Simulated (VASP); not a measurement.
Data:

```yaml
crystal:
  lattice:
    - [4.08624, 0.00000, 0.00000]
    - [0.00000, 4.08624, 0.00000]
    - [0.00000, 0.00000, 4.08624]
  atoms:
    - { symbol: Ti, position: [0.50000, 0.00000, 0.50000] }
    - { symbol: Ti, position: [0.00000, 0.50000, 0.50000] }
    - { symbol: Ti, position: [0.50000, 0.50000, 0.00000] }
    - { symbol: Al, position: [0.00000, 0.00000, 0.00000] }
    - { symbol: N, position: [0.50000, 0.50000, 0.50000] }
```

Method: PBEsol GGA, VASP's PBE PAW potentials (set 64) (plane waves; VASP 6.6.1). Run with 520 eV cut-off, 5×5×5 Γ-centred mesh, Gaussian smearing of 0.050 eV, potentials Ti_sv Al N.

Estimate the energy per atom (σ→0).

* **energy per atom (σ→0)**: -8.581 eV/atom

The structure comes from a computed database's Ti3AlN entry (Pm-3m); how it stands against other phases isn't given here. It was relaxed first. The start is the result of an earlier pass.
